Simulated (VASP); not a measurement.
# As: As into a neighbouring As vacancy

Wanted: the minimum-energy path in As for this move: As into a neighbouring As vacancy. The start is a cell from a database of measured crystal structures.

Program: VASP 6.6.1. Level of theory: LDA; plane waves and PAW (As). Results are calculated unless marked as measured.

The database entry behind the starting cell differs from later determinations by our own check (old inner coordinate), so it need not match the best structure at ambient conditions.

**1. The host crystal**

The structure is trigonal, space group R-3m (No. 166). Conventional cell: a = 3.762 Å, b = 3.762 Å, c = 10.542 Å, α = 90.00°, β = 90.00°, γ = 120.00°. As has 3 As at 2.51 Å nearest.

Coordinates:

```xyz
2
Lattice="1.8808 1.0859 3.5141 -1.8808 1.0859 3.5141 0.0000 -2.1718 3.5141" Properties=species:S:1:pos:R:3 pbc="T T T"
As    0.0000    0.0000    2.3825
As    0.0000    0.0000    8.1597
```

**2. Relax the host**

The later steps need the crystal at this functional's own lattice; a raised cutoff keeps the stress reliable while the cell changes.

File INCAR:

```
SYSTEM = As
PREC = Accurate
ENCUT = 350
EDIFF = 1E-06
NELM = 120
ISMEAR = 0
SIGMA = 0.1
LREAL = .FALSE.
ALGO = Normal
GGA = CA
NBANDS = 11
LORBIT = 11
LWAVE = .FALSE.
LCHARG = .FALSE.
KPAR = 5
IBRION = 2
NSW = 40
ISIF = 3
EDIFFG = -0.02
POTIM = 0.4
```

File POSCAR:

```
As
1.0
    1.8807968987      1.0858785957      3.5140619945
   -1.8807968987      1.0858785957      3.5140619945
    0.0000000000     -2.1717571915      3.5140619945
As
2
Direct
    0.2260000000      0.2260000000      0.2260000000
    0.7740000000      0.7740000000      0.7740000000
```

File KPOINTS:

```
Automatic mesh
0
Gamma
6 6 6
0 0 0
```

The projector-augmented-wave data sets are As (LDA family, release 64).

Started as:

```bash
> mpirun -np 5 vasp_std
```

What it wrote:

```text
[banner, memory and clock lines left out]
running    5 mpi-ranks, on    1 nodes
 distrk:  each k-point on    1 cores,    5 groups
 distr:  one band on    1 cores,    1 groups

 POSCAR found type information on POSCAR As
 POSCAR found :  1 types and       2 ions
|                                                                             |
|           W    W    AA    RRRRR   N    N  II  N    N   GGGG   !!!           |
|           W    W   A  A   R    R  NN   N  II  NN   N  G    G  !!!           |
|           W    W  A    A  R    R  N N  N  II  N N  N  G       !!!           |
|           W WW W  AAAAAA  RRRRR   N  N N  II  N  N N  G  GGG   !            |
|           WW  WW  A    A  R   R   N   NN  II  N   NN  G    G                |
|           W    W  A    A  R    R  N    N  II  N    N   GGGG   !!!           |
|                                                                             |
|     For optimal performance we recommend to set                             |
|       NCORE = 2 up to number-of-cores-per-socket                            |
|     NCORE specifies how many cores store one orbital (NPAR=cpu/NCORE).      |
|     This setting can greatly improve the performance of VASP for DFT.       |
|     The default, NCORE=1 might be grossly inefficient on modern             |
|     multi-core architectures or massively parallel machines. Do your        |
|     Unfortunately you need to use the default for GW and RPA                |
|     calculations (for HF NCORE is supported but not extensively tested      |
|     yet).                                                                   |
|                                                                             |

 LDA part: xc-table for (Slater(with rela. corr.)+CA(PZ))
 , standard interpolation
 POSCAR, INCAR and KPOINTS ok, starting setup
 FFT: planning ... GRIDC
 FFT: planning ... GRID_SOFT
 FFT: planning ... GRID
 WAVECAR not read
 entering main loop
       N       E                     dE             d eps       ncg     rms          rms(c)
DAV:   1     0.211358200870E+02    0.21136E+02   -0.33618E+03   712   0.547E+02
DAV:   2    -0.960427357816E+01   -0.30740E+02   -0.29523E+02  1008   0.101E+02
DAV:   3    -0.108403240413E+02   -0.12361E+01   -0.12315E+01   836   0.212E+01
DAV:   4    -0.108472273270E+02   -0.69033E-02   -0.69024E-02   801   0.180E+00
DAV:   5    -0.108472456137E+02   -0.18287E-04   -0.18286E-04   834   0.967E-02    0.363E+00
DAV:   6    -0.108158282655E+02    0.31417E-01   -0.89523E-03   794   0.523E-01    0.214E+00
DAV:   7    -0.107997191903E+02    0.16109E-01   -0.17218E-02   779   0.745E-01    0.689E-02
DAV:   8    -0.107996952520E+02    0.23938E-04   -0.38031E-04   782   0.129E-01    0.193E-02
DAV:   9    -0.107996992087E+02   -0.39566E-05   -0.20365E-05   826   0.273E-02    0.933E-03
DAV:  10    -0.107996989093E+02    0.29940E-06   -0.16259E-06   497   0.709E-03
   1 F= -.10799699E+02 E0= -.10798915E+02  d E =-.107997E+02
 curvature:   0.00 expect dE= 0.000E+00 dE for cont linesearch  0.000E+00
 trial: gam= 0.00000 g(F)=  0.409E-02 g(S)=  0.639E-02 ort = 0.000E+00 (trialstep = 0.100E+01)
 search vector abs. value=  0.105E-01
 bond charge predicted
       N       E                     dE             d eps       ncg     rms          rms(c)
DAV:   1    -0.108137210687E+02   -0.14022E-01   -0.28865E-01   743   0.272E+00    0.309E-01
DAV:   2    -0.108101289812E+02    0.35921E-02   -0.10335E-02   737   0.628E-01    0.199E-01
DAV:   3    -0.108082994669E+02    0.18295E-02   -0.48386E-03   737   0.338E-01    0.394E-02
DAV:   4    -0.108082946945E+02    0.47724E-05   -0.89978E-05   785   0.642E-02    0.296E-02
DAV:   5    -0.108082900830E+02    0.46115E-05   -0.84832E-06   805   0.175E-02    0.956E-03
DAV:   6    -0.108082900716E+02    0.11374E-07   -0.12776E-06   490   0.704E-03
   2 F= -.10808290E+02 E0= -.10807506E+02  d E =-.859116E-02
[...]
3 F= -.10813615E+02 E0= -.10812699E+02  d E =-.139165E-01
[...]
4 F= -.10818574E+02 E0= -.10817661E+02  d E =-.495894E-02
[...]
5 F= -.10819370E+02 E0= -.10818469E+02  d E =-.575443E-02
[...]
6 F= -.10820360E+02 E0= -.10819546E+02  d E =-.990104E-03
 trial-energy change:   -0.000990  1 .order   -0.000982   -0.001270   -0.000694
 step:   1.6894(harm=  1.8386)  dis= 0.00240  next Energy=   -10.820724 (dE=-0.135E-02)
 bond charge predicted
       N       E                     dE             d eps       ncg     rms          rms(c)
DAV:   1    -0.108210637340E+02   -0.70361E-03   -0.21313E-02   776   0.813E-01    0.823E-02
DAV:   2    -0.108208389253E+02    0.22481E-03   -0.76862E-04   764   0.169E-01    0.455E-02
DAV:   3    -0.108207489744E+02    0.89951E-04   -0.30056E-04   806   0.898E-02    0.979E-03
DAV:   4    -0.108207492083E+02   -0.23388E-06   -0.22112E-05   752   0.297E-02    0.509E-03
DAV:   5    -0.108207490265E+02    0.18176E-06   -0.74338E-07   439   0.515E-03
   7 F= -.10820749E+02 E0= -.10819962E+02  d E =-.137917E-02
 curvature:  -1.17 expect dE=-0.305E-04 dE for cont linesearch -0.241E-05
 trial: gam=-0.05293 g(F)=  0.148E-04 g(S)=  0.113E-04 ort = 0.639E-04 (trialstep = 0.101E+01)
 search vector abs. value=  0.249E-04
 reached required accuracy - stopping structural energy minimisation
```

Elapsed: 5.4 s, on 5 MPI ranks of Intel Xeon 6975P-C (Granite Rapids), shared host; peak memory 0.68 GiB; 24 s of CPU time.

The logs omit lines about the potential files and the build; timing stands in the text.

OUTCAR, selected parts (step 2):

```text
ion  position               nearest neighbor table
   1  0.226  0.226  0.226-   2 2.51   2 2.51   2 2.51
   2  0.774  0.774  0.774-   1 2.51   1 2.51   1 2.51

  LATTYP: Found a trigonal (rhomboedric) cell.
 ALAT       =     4.1310000000
 COS(alpha) =     0.5854247172

 Subroutine GETGRP returns: Found 12 space group operations
 (whereof 12 operations were pure point group operations)

The static configuration has the point symmetry D_3d.

 Found     32 irreducible k-points:

   k-points           NKPTS =     32   k-points in BZ     NKDIM =     32   number of bands    NBANDS=     11

   dimension x,y,z NGX =    28 NGY =   28 NGZ =   28
   dimension x,y,z NGXF=    56 NGYF=   56 NGZF=   56

   ENCUT  =  350.0 eV  25.72 Ry    5.07 a.u.   6.30  6.30  6.30*2*pi/ulx,y,z

   NELECT =      10.0000    total number of electrons

 k-points in reciprocal lattice and weights: Automatic mesh
   0.00000000  0.00000000  0.00000000       0.005
   0.16666667 -0.00000000 -0.00000000       0.028
   0.33333333 -0.00000000 -0.00000000       0.028
   0.50000000  0.00000000  0.00000000       0.014
   0.16666667  0.16666667 -0.00000000       0.028
   0.33333333  0.16666667  0.00000000       0.056
   0.50000000  0.16666667  0.00000000       0.056
  -0.33333333  0.16666667  0.00000000       0.056
  -0.16666667  0.16666667  0.00000000       0.028
[...]
-0.33333333  0.50000000  0.33333333       0.028
   0.50000000  0.50000000  0.50000000       0.005

 average (electrostatic) potential at core
       1 -52.7799       2 -52.7799

 E-fermi :   5.9602

 k-point     1 :       0.0000    0.0000    0.0000
  band No.  band energies     occupation
      1      -9.3804      2.00000
      2       0.3414      2.00000
      3       3.5148      2.00000
      4       3.7776      2.00000
      5       3.7776      2.00000
      6       7.9309      0.00000
      7       9.0100      0.00000
      8       9.0100      0.00000
      9      12.4185      0.00000
     10      12.4185      0.00000
    ...

 k-point     2 :       0.1667   -0.0000   -0.0000
  band No.  band energies     occupation
      1      -9.0013      2.00000
      2      -1.0544      2.00000
      3       3.4485      2.00000
      4       3.6061      2.00000
      5       4.1906      2.00000
      6       7.8719      0.00000
      7       8.3451      0.00000
      8       8.4274      0.00000
      9      11.5095      0.00000
     10      12.2887      0.00000
    ...

 k-point     3 :       0.3333   -0.0000   -0.0000
  band No.  band energies     occupation
      1      -7.8912      2.00000
      2      -3.5498      2.00000
      3       3.3426      2.00000
      4       3.3733      2.00000
      5       4.8442      2.00000
      6       6.6488      0.00000
      7       6.9504      0.00000
      8       7.3164      0.00000
      9      12.9023      0.00000
     10      13.8580      0.00000
    ...

  Total        0.0163446      0.0163446      0.0072678     -0.0000000     -0.0000000      0.0000000
  in kB        0.6358169      0.6358169      0.2827237     -0.0000000     -0.0000000      0.0000000
  external PRESSURE =       0.5181192 kB  Pullay stress =       0.0000000 kB

  energy-cutoff  :      350.00
  volume of cell :       41.19
      direct lattice vectors                 reciprocal lattice vectors
     1.883354192  1.087355050  3.351953279     0.265483785  0.153277135  0.099444505
    -1.883354192  1.087355050  3.351953279    -0.265483785  0.153277135  0.099444505
    -0.000000000 -2.174710099  3.351953279     0.000000000 -0.306554270  0.099444505

 POSITION                                       TOTAL-FORCE (eV/Angst)
 -----------------------------------------------------------------------------------
     -0.00000     -0.00000      2.30851         0.000000      0.000000     -0.013850
     -0.00000     -0.00000      7.74735        -0.000000     -0.000000      0.013850
 -----------------------------------------------------------------------------------
    total drift:                               -0.000000     -0.000000     -0.000000

  FREE ENERGIE OF THE ION-ELECTRON SYSTEM (eV)
  ---------------------------------------------------
  free  energy   TOTEN  =       -10.8207490265 eV

  energy  without entropy=      -10.8191750152  energy(sigma->0) =      -10.81996202

 reached required accuracy - stopping structural energy minimisation

 total charge
# of ion       s       p       d       tot
------------------------------------------
    1        1.310   1.366   0.052   2.728
    2        1.310   1.366   0.052   2.728
--------------------------------------------------
tot          2.619   2.731   0.105   5.456

[... 3 further parts left out ...]
```

The k-mesh is coarse for a metal. The run keeps the 12 symmetry operations of its start, so it cannot find a distortion of lower symmetry.

The steps of the relaxation:

| step | energy less that of the first step (eV) | largest force (eV/Å) | pressure (GPa) | volume (Å³) |
| --- | --- | --- | --- | --- |
| 1 | 0.0000 | 0.2303 | -1.08 | 43.06 |
| 2 | -0.0086 | 0.1966 | -0.29 | 42.34 |
| 3 | -0.0139 | 0.1536 | 1.10 | 41.23 |
| 4 | -0.0189 | 0.0037 | 0.33 | 41.27 |
| 5 | -0.0197 | 0.0939 | -0.11 | 41.29 |
| 6 | -0.0207 | 0.0559 | -0.02 | 41.24 |
| 7 | -0.0210 | 0.0138 | 0.05 | 41.19 |

| conventional cell, symmetrised | before | after | change |
| --- | --- | --- | --- |
| a (Å) | 3.762 | 3.767 | +0.1 % |
| b (Å) | 3.762 | 3.767 | +0.1 % |
| c (Å) | 10.542 | 10.056 | -4.6 % |
| volume (Å³/atom) | 21.53 | 20.59 | -4.4 % |

The atoms that moved most (Å, as changes of fractional coordinates times the final cell):

| atom | dx | dy | dz | length |
| --- | --- | --- | --- | --- |
| As1 | 0.000 | 0.000 | 0.036 | 0.036 |
| As2 | 0.000 | 0.000 | -0.036 | 0.036 |

The relaxed structure:

```xyz
2
Lattice="1.8834 1.0874 3.3520 -1.8834 1.0874 3.3520 0.0000 -2.1747 3.3520" Properties=species:S:1:pos:R:3 pbc="T T T"
As    0.0000    0.0000    2.3085
As    0.0000    0.0000    7.7474
```

This step gave:

```yaml
electronic_cycles: 43
electrons: 10
free_energy_toten: -10.82 eV
energy_at_zero_smearing: -10.82 eV
fermi_energy: 5.960 eV
metallic: yes
```

The run ended after 7 ionic steps, 0.021 eV below its first step, once forces and stress met EDIFFG = -0.02.

(Part 1 of 5 ends here.)

[Lines on the potential files, build, host, timing and source positions are cut from VASP's logs without a mark.]

[Logs are printed without paths, hosts, clocks, repeated set-up lines and the standing remarks that a program may print on its own settings, such as how far it seeks lower states.]

[Hosts, paths, dates, database ids (printed as entryN), source tags and the programs' standing remarks are cut or masked in the printed files.]

[Runs that stopped without an error message from VASP are left out.]
